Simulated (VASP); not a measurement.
Level of theory: PBE GGA with D3 dispersion (Becke-Johnson damping), VASP's PBE PAW potentials (set 64) (plane waves; VASP).

The input files of a VASP run:

### INCAR
```
! general
SYSTEM  = Cl atom
PREC    = Normal
ENCUT   = 520
LREAL   = .FALSE.
LASPH   = .TRUE.
ISYM    = 0

! electronic loop
EDIFF   = 1E-6
NELM    = 200
ALGO    = All

! smearing
ISMEAR  = 0
SIGMA   = 0.01

! functional
GGA     = PE
IVDW    = 12

! spin
ISPIN   = 2
MAGMOM  = 1
NUPDOWN = 1

! output
LWAVE   = .FALSE.
LCHARG  = .FALSE.
LORBIT  = 10
```

### POSCAR
```
Cl atom
13.0
  0.9230769231   0.0000000000   0.0000000000
  0.0000000000   0.9615384615   0.0000000000
  0.0000000000   0.0000000000   1.0000000000
Cl
1
Direct
  0.0000000000   0.0000000000   0.0000000000
```

KPOINTS:
```
kpoints
0
Gamma
  1 1 1
```

POTCAR, in this order: Cl (PBE.64 set). Program: vasp_gam. Read from the step before: WAVECAR.

What VASP printed:

### OSZICAR
```
       N       E                     dE             d eps       ncg     rms           ort
SDA:   1    -0.246422082106E+00   -0.24642E+00    0.00000E+00     8   0.220E-05   0.000E+00
CGA:   2    -0.246422319475E+00   -0.23737E-06   -0.24140E-06     8   0.316E-06   0.406E-07
SDA:   3    -0.249525967019E+00   -0.31036E-02   -0.17405E-02     8   0.177E-01   0.476E-04
SDA:   4    -0.283879725470E+00   -0.34354E-01   -0.36271E-01     8   0.278E+00  -0.134E-01
CGA:   5    -0.333431667547E+00   -0.49552E-01   -0.49537E-01     8   0.601E-01   0.159E-03
CGA:   6    -0.357739523880E+00   -0.24308E-01   -0.24171E-01     8   0.268E-01   0.137E-02
CGA:   7    -0.366490641009E+00   -0.87511E-02   -0.87560E-02     8   0.821E-02  -0.630E-04
CGA:   8    -0.369243587078E+00   -0.27529E-02   -0.27711E-02     8   0.291E-02  -0.352E-04
CGA:   9    -0.370263556210E+00   -0.10200E-02   -0.10218E-02     8   0.827E-03   0.812E-06
CGA:  10    -0.370541779559E+00   -0.27822E-03   -0.27760E-03     8   0.229E-03  -0.104E-05
CGA:  11    -0.370610521651E+00   -0.68742E-04   -0.68541E-04     8   0.617E-04  -0.297E-06
CGA:  12    -0.370630094340E+00   -0.19573E-04   -0.19670E-04     8   0.137E-04   0.199E-06
CGA:  13    -0.370634650331E+00   -0.45560E-05   -0.45606E-05     8   0.261E-05   0.106E-07
CGA:  14    -0.370635670197E+00   -0.10199E-05   -0.10032E-05     8   0.562E-06  -0.523E-07
CGA:  15    -0.370635869995E+00   -0.19980E-06   -0.20847E-06     8   0.179E-06   0.308E-07
   1 F= -.37070020E+00 E0= -.37070020E+00  d E =-.347419E-18  mag=     1.0000
```

OUTCAR:
```
------------------------ aborting loop because EDIFF is reached ----------------------------------------
 Edisp (eV)   -0.00006
  FORCE on cell =-STRESS in cart. coord.  units (eV):
  Direction    XX          YY          ZZ          XY          YZ          ZX
  --------------------------------------------------------------------------------------
  Total      -0.01039    -0.01207    -0.01429    -0.00029     0.00040    -0.00008
  in kB      -0.00854    -0.00991    -0.01174    -0.00024     0.00033    -0.00007
  external pressure =       -0.01 kB  Pullay stress =        0.00 kB
  volume of cell :     1950.00
      direct lattice vectors                 reciprocal lattice vectors
    12.000000000  0.000000000  0.000000000     0.083333333  0.000000000  0.000000000
     0.000000000 12.500000000  0.000000000     0.000000000  0.080000000  0.000000000
     0.000000000  0.000000000 13.000000000     0.000000000  0.000000000  0.076923077
 POSITION                                       TOTAL-FORCE (eV/Angst)
 -----------------------------------------------------------------------------------
      0.00000      0.00000      0.00000        -0.000000     -0.000001     -0.000000
 -----------------------------------------------------------------------------------
    total drift:                               -0.000000     -0.000001     -0.000000
  FREE ENERGIE OF THE ION-ELECTRON SYSTEM (eV)
  ---------------------------------------------------
  free  energy   TOTEN  =        -0.3707002029 eV

  energy  without entropy=       -0.3707002029  energy(sigma->0) =       -0.37070020

 total charge

# of ion       s       p       d       tot
------------------------------------------
    1        1.621   3.282   0.000   4.902

 magnetization (x)

# of ion       s       p       d       tot
------------------------------------------
    1        0.015   0.692   0.000   0.707
```
(Selected blocks of OUTCAR.)

OUTCAR:
```
 val. band max:       -8.0276582897   @ k =   0.0000   0.0000   0.0000

 cond. band min:      -7.5394557754   @ k =   0.0000   0.0000   0.0000


 Fermi energy:        -8.3446257901

 spin component 1

 k-point     1 :       0.0000    0.0000    0.0000
  band No.  band energies     occupation
      1     -21.0871      1.00000
      2      -9.9232      1.00000
      3      -8.4057      1.00000
      4      -8.4055      1.00000
      5      -0.3862      0.00000
      6       0.5411      0.00000
      7       0.6687      0.00000
      8       0.7634      0.00000

 Fermi energy:        -7.9429453976

 spin component 2

 k-point     1 :       0.0000    0.0000    0.0000
  band No.  band energies     occupation
      1     -19.9110      1.00000
      2      -8.0279      1.00000
      3      -8.0277      1.00000
      4      -7.5395      0.00000
      5      -0.2922      0.00000
      6       0.5979      0.00000
      7       0.7444      0.00000
      8       0.8214      0.00000
```

The atom may not be in its lowest state.

The cell is a free atom in a box.
